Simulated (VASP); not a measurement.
Wanted: the native input for a VASP 6.6.1 run.

```
Task                               : band structure
Functional                         : HSE06
Potentials or basis                : VASP PAW PBE potentials, release 64 (Mg, O)
Cutoff                             : 520 eV
k mesh                             : 8 × 8 × 8
Occupations                        : gaussian, width 0.02 eV
Spin                               : no spin polarisation
Grid for exact exchange (PRECFOCK) : Fast
Screening parameter                : 0.2 1/A
Further INCAR settings             : ALGO = Normal; EDIFF = 1e-07; NBANDS = 11
```

Crystal: MgO.

```
Mg O
1.0
     0.00000    2.10850    2.10850
     2.10850    0.00000    2.10850
     2.10850    2.10850    0.00000
Mg O
1 1
Direct
  0.00000 0.00000 0.00000
  0.50000 0.50000 0.50000
```

These files were run (other wordings do the same):

POSCAR

```
MgO
1.0
    0.0000000000      2.1085000000      2.1085000000
    2.1085000000      0.0000000000      2.1085000000
    2.1085000000      2.1085000000      0.0000000000
Mg O
1 1
Direct
    0.0000000000      0.0000000000      0.0000000000
    0.5000000000      0.5000000000      0.5000000000
```

INCAR.step1

```
SYSTEM = MgO
PREC = Accurate ; ENCUT = 520
EDIFF = 1E-5 ; ISMEAR = 0
SIGMA = 0.02 ; LREAL = .FALSE.
LASPH = .TRUE. ; NELM = 80
ALGO = Normal ; ISIF = 2
LWAVE = .TRUE. ; LCHARG = .FALSE.
NBANDS = 11 ; GGA = PE
```

INCAR.step2

```
SYSTEM = MgO
PREC = Accurate ; ENCUT = 520
EDIFF = 1E-7 ; ISMEAR = 0
SIGMA = 0.02 ; LREAL = .FALSE.
LASPH = .TRUE. ; NELM = 80
ALGO = Normal ; ISIF = 2
LWAVE = .FALSE. ; LCHARG = .FALSE.
GGA = PE ; LHFCALC = .TRUE.
HFSCREEN = 0.2 ; PRECFOCK = Fast
NBANDS = 11 ; ISTART = 1
```

KPOINTS

```
regular mesh
0
G
  8 8 8
  0 0 0
```

KPOINTS_OPT

```
path GXWKGLUWLK,UX
12
line-mode
reciprocal
 0.0000000000  0.0000000000  0.0000000000  G
 0.5000000000  0.0000000000  0.5000000000  X

 0.5000000000  0.0000000000  0.5000000000  X
 0.5000000000  0.2500000000  0.7500000000  W

 0.5000000000  0.2500000000  0.7500000000  W
 0.3750000000  0.3750000000  0.7500000000  K

 0.3750000000  0.3750000000  0.7500000000  K
 0.0000000000  0.0000000000  0.0000000000  G

 0.0000000000  0.0000000000  0.0000000000  G
 0.5000000000  0.5000000000  0.5000000000  L

 0.5000000000  0.5000000000  0.5000000000  L
 0.6250000000  0.2500000000  0.6250000000  U

 0.6250000000  0.2500000000  0.6250000000  U
 0.5000000000  0.2500000000  0.7500000000  W

 0.5000000000  0.2500000000  0.7500000000  W
 0.5000000000  0.5000000000  0.5000000000  L

 0.5000000000  0.5000000000  0.5000000000  L
 0.3750000000  0.3750000000  0.7500000000  K

 0.6250000000  0.2500000000  0.6250000000  U
 0.5000000000  0.0000000000  0.5000000000  X
```

Potentials or basis: VASP PAW PBE potentials, release 64 (Mg, O).

Run with:

```bash
$ cat potpaw_PBE.64/Mg/POTCAR potpaw_PBE.64/O/POTCAR > POTCAR
$ cp INCAR.step1 INCAR
$ mpirun -np 1 vasp_std > vasp.out
$ cp INCAR.step2 INCAR
$ mpirun -np 1 vasp_std > vasp.out
```

It gave:

```json
{
  "Pressure": "-2.1 GPa",
  "Band gap on the k mesh": "6.42 eV, direct",
  "Band gap along the path": "6.42 eV, direct"
}
```

Caveat: the PAW data sets were made with another functional, which shifts forces and pressure a little.

Wall time 59 min on 1 thread of Intel(R) Xeon(R) Platinum 8375C CPU @ 2.90GHz (Ice Lake), on a shared host, peak memory 0.3 GiB.
